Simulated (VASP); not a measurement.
Here is the system:

```
AlRbF4
1.0
    3.64115     0.00000     0.00000
    0.00000     3.64115     0.00000
    0.00000     0.00000     6.26391
Rb Al F
1 1 4
Direct
  0.00000   0.00000   0.00000
  0.50000   0.50000   0.50000
  0.50000   0.50000   0.78163
  0.50000   0.50000   0.21837
  0.50000   0.00000   0.50000
  0.00000   0.50000   0.50000
```

The numbers are results of LDA (Ceperley-Alder, Perdew-Zunger), VASP's LDA PAW potentials (set 64) (plane waves; VASP 6.6.1), not measurements. Run with 400 eV cut-off, 9×9×6 Γ-centred mesh, Gaussian smearing of 0.010 eV, potentials Rb_sv Al F.

At this cut-off the stress carries a Pulay error, which pulls relaxed volumes low.

**Question.** What does the run give for the energy per atom (σ→0), pressure, largest force?

**Answer.** 
```yaml
energy per atom (σ→0): -5.878 eV/atom
pressure: -10.89 GPa
largest_force: 0.058 eV/Å
```

Total energies compare only between runs with the same potentials, cut-off and functional.

The structure comes from a computed database's RbAlF4 entry (P4/mmm); how it stands against other phases isn't given here. The cell was not relaxed at this level.
